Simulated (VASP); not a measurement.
```yaml
crystal:
  lattice:
    - [4.14288, 0.00000, 0.00000]
    - [0.00000, 4.14288, 0.00000]
    - [0.00000, 0.00000, 4.14288]
  atoms:
    - { symbol: Cs, position: [0.00000, 0.00000, 0.00000] }
    - { symbol: Cl, position: [0.50000, 0.50000, 0.50000] }
```

Computed with r2SCAN meta-GGA, VASP's PBE PAW potentials (set 64) (plane waves; VASP 6.6.1). Numerical set-up: 530 eV cut-off, 6×6×6 Γ-centred mesh, Gaussian smearing of 0.050 eV, potentials Cs_sv Cl.

Task: Give the elastic stiffness tensor with the ions relaxed (GPa, in the frame of the cell).

Result: 
|  | xx | yy | zz | yz | xz | xy |
|---|---|---|---|---|---|---|
| xx | 37.6 | 9.2 | 9.2 | 0.0 | 0.0 | 0.0 |
| yy | 9.2 | 37.6 | 9.2 | 0.0 | 0.0 | 0.0 |
| zz | 9.2 | 9.2 | 37.6 | 0.0 | 0.0 | 0.0 |
| yz | 0.0 | 0.0 | 0.0 | 9.4 | 0.0 | 0.0 |
| xz | 0.0 | 0.0 | 0.0 | 0.0 | 9.4 | 0.0 |
| xy | 0.0 | 0.0 | 0.0 | 0.0 | 0.0 | 9.4 |

Task: What does the run give for the Hill bulk modulus, Hill shear modulus, Young's modulus, Poisson's ratio?

Result: 
```yaml
hill_bulk_modulus: 186 kbar
hill_shear_modulus: 11.1 GPa
Young's modulus: 27.9 GPa
Poisson's ratio: 0.251
```

The compound is CsCl in the CsCl type structure. It was relaxed first.
